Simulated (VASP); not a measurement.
Calculation: vdW-DF2, VASP's PBE PAW potentials (set 64) (plane waves; VASP).

A VASP calculation is set up with these files.

**INCAR**
```
! general
SYSTEM    =  NiO
PREC      =  Accurate
ENCUT     =  520
LREAL     =  .FALSE.   ! projection in real space or not
LASPH     =  .TRUE.   ! aspherical one-centre terms

! electronic loop
EDIFF     =  1E-6
NELM      =  100   ! most electronic steps
ALGO      =  Normal
LMAXMIX   =  4

! smearing
ISMEAR    =  0   ! Gaussian
SIGMA     =  0.05   ! width (eV)

! functional
GGA       =  ML
LUSE_VDW  =  .TRUE.
AGGAC     =  0.0
ZAB_VDW   =  -1.8867

! spin
ISPIN     =  2
MAGMOM    =  1.4 -1.4 0.0 0.0

! ions
IBRION    =  2   ! conjugate gradients
NSW       =  60
ISIF      =  3   ! ions, shape and volume
EDIFFG    =  -0.02   ! ionic stop

! output
LWAVE     =  .FALSE.
LCHARG    =  .FALSE.
LORBIT    =  10
```

File POSCAR:
```
NiO
1
    4.2854808614     2.1392466785     2.1392466785
    2.1392466785     4.2854808614     2.1392466785
    2.1392466785     2.1392466785     4.2854808614
Ni O
2 2
Direct
  0.0000000000   0.0000000000   0.0000000000
  0.5000000000   0.5000000000   0.5000000000
  0.2500000000   0.2500000000   0.2500000000
  0.7500000000   0.7500000000   0.7500000000
```

File KPOINTS:
```
Automatic mesh
0
Gamma
8 8 8
0 0 0
```

POTCAR, in this order: Ni O (PBE.64 set). Program: vasp_std.

Q: What will the output report for the number of irreducible k-points (NKPTS), largest plane-wave count, number of space-group operations, FFT grid (NGX, NGY, NGZ)?

A: 
| Item | Result |
|---|---|
| number of irreducible k-points (NKPTS) | 65 |
| largest plane-wave count | 1075 |
| number of space-group operations | 12 |
| FFT grid (NGX, NGY, NGZ) | 40 × 40 × 40 |

The compound is NiO in the rock salt, AFM-II order structure. It was relaxed first, which changed the volume by +8 %. The start is the result of an earlier pass.
